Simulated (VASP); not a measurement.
Input:

```xyz
2
Lattice="0.0000 2.9382 2.9382 2.9382 0.0000 2.9382 2.9382 2.9382 0.0000" Properties=species:S:1:pos:R:3 pbc="T T T"
In     0.0000     0.0000     0.0000
P      1.4691     1.4691     1.4691
```

All values below come from PBEsol GGA, VASP's PBE PAW potentials (set 64) (plane waves; VASP). Run with 400 eV cut-off, Gaussian smearing of 0.050 eV, potentials In_d P.

Unless said otherwise, spin-orbit coupling is left out, though it shifts the bands of the heavy elements here.

### Question
Give the energies of bands 7 to 12 at the high-symmetry points, in eV from the valence-band maximum.

### Answer

```
band     Γ      X      U      L      W
----  ----  -----  -----  -----  -----
7     0.00  -5.78  -5.64  -5.76  -5.63
8     0.00  -2.33  -3.33  -0.97  -2.97
9     0.00  -2.33  -1.94  -0.97  -2.93
10    0.57   1.65   2.25   1.38   4.20
11    4.02   2.17   4.30   4.74   4.31
12    4.02   9.05   7.41   4.74   5.46
```

The gap is direct, 0.57 eV, from the valence maximum at Γ to the conduction minimum at Γ.

The structure was generated: InP was put into the zinc blende type (F-43m), which need not be its known phase. It was relaxed first, which changed the volume by +7 %.
